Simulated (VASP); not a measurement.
```xyz
1
Lattice="-1.5800 1.5800 1.5800 1.5800 -1.5800 1.5800 1.5800 1.5800 -1.5800" Properties=species:S:1:pos:R:3 pbc="T T T"
W      0.0000     0.0000     0.0000
```

Method: vdW-DF2, VASP's PBE PAW potentials (set 64) (plane waves; VASP). Numerical set-up: 520 eV cut-off, 15×15×15 Γ-centred mesh, first-order Methfessel-Paxton smearing of 0.10 eV, potentials W_sv.

Energy and stress use the plane-wave basis of the starting cell.

### Question
The ions, cell shape and volume are relaxed. Give the cell that the relaxation ends in.

### Answer

```xyz
1
Lattice="-1.6225 1.6225 1.6225 1.6225 -1.6225 1.6225 1.6225 1.6225 -1.6225" Properties=species:S:1:pos:R:3 pbc="T T T"
W      0.0000     0.0000     0.0000
```
Space group Im-3m (229), at a tolerance of 0.03 Å.

### Question
How do energy and volume change from the first to the last step?

### Answer
The energy (σ→0) changes by -97.4 meV/atom and the volume by +8.3 %, in 18 ionic steps.

```csv
step,E(σ→0) (eV),max force (eV/Å),pressure (GPa),volume (Å³)
1,-8.3532,0.000,25.60,15.78
2,-7.6428,0.000,-38.95,22.26
3,-8.4494,0.000,-2.44,17.24
4,-8.4506,0.000,-0.24,17.10
5,-8.4506,0.000,0.19,17.07
6,-8.4506,0.000,0.21,17.07
7,-8.4506,0.000,0.24,17.07
8,-8.4506,0.000,0.18,17.07
9,-8.4506,0.000,0.17,17.08
10,-8.4506,0.000,0.17,17.08
11,-8.4506,0.000,0.17,17.08
12,-8.4506,0.000,0.18,17.08
13,-8.4506,0.000,0.18,17.08
14,-8.4506,0.000,0.18,17.08
15,-8.4506,0.000,0.19,17.08
16,-8.4506,0.000,0.21,17.08
17,-8.4506,0.000,0.12,17.08
18,-8.4506,0.000,0.03,17.09
```

The compound is W in the bcc structure. This run relaxes it. Symmetry was kept, so distortions that lower it aren't found.
